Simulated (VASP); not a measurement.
Set up this calculation in VASP 6.6.1, as the native input.

```yaml
Task: single point
Functional: PBE
Potentials_or_basis: VASP PAW PBE potentials, release 64 (Nb_sv, Sn_d, Se)
Cutoff: 520 eV
k_mesh: 12 × 12 × 6
Occupations: gaussian, width 0.1 eV
Spin: collinear spin, ferromagnetic start
Starting_moments: "[1.5, 1.5, 0.0, 0.0] μB"
Further_INCAR_settings: ALGO = Normal; EDIFF = 1e-06
```

The structure of Nb2SnSe lies in POSCAR:

```
Nb2SnSe
1.0
    3.3831750000      0.0000000000      0.0000000000
   -1.6915880000      2.9299160000      0.0000000000
    0.0000000000      0.0000000000      7.7798200000
Nb Sn Se
2 1 1
Direct
    0.6666670000      0.3333330000      0.7250750000
    0.6666670000      0.3333330000      0.2749250000
    0.0000000000      0.0000000000      0.0000000000
    0.3333330000      0.6666670000      0.5000000000
```

The cell was built by a generator and needn't be a form met in nature.

These files were run (other wordings do the same):

INCAR

```
PREC = Accurate ; ENCUT = 520
EDIFF = 1E-6 ; ISMEAR = 0
SIGMA = 0.1 ; LREAL = F
LASPH = T ; NELM = 150
ALGO = Normal ; ISIF = 2
LWAVE = F ; LCHARG = F
ISPIN = 2 ; MAGMOM = 1.5 1.5 0 0
LORBIT = 11 ; LMAXMIX = 4
GGA = PE ; KPAR = 2
```

KPOINTS

```
regular mesh
0
Gamma
  12 12 6
```

Potentials or basis: VASP PAW PBE potentials, release 64 (Nb_sv, Sn_d, Se).

Command:

```console
$ cat potpaw_PBE.64/Nb_sv/POTCAR potpaw_PBE.64/Sn_d/POTCAR potpaw_PBE.64/Se/POTCAR > POTCAR
$ mpirun -np 2 vasp_std > vasp.out
```

It gave:

- Pressure: 0.0 GPa
- Largest force: 0.010 eV/Å
- Band gap on the k mesh: none (metal or under the smearing width)
- Net moment: 0.00 μB per cell
- Valence electrons inside the program's atomic spheres: Nb 10.64; Sn 12.46; Se 3.97

It took 2 min on 2 MPI ranks on Intel(R) Xeon(R) Platinum 8488C (Sapphire Rapids) (shared host), peak memory 0.43 GiB a rank.
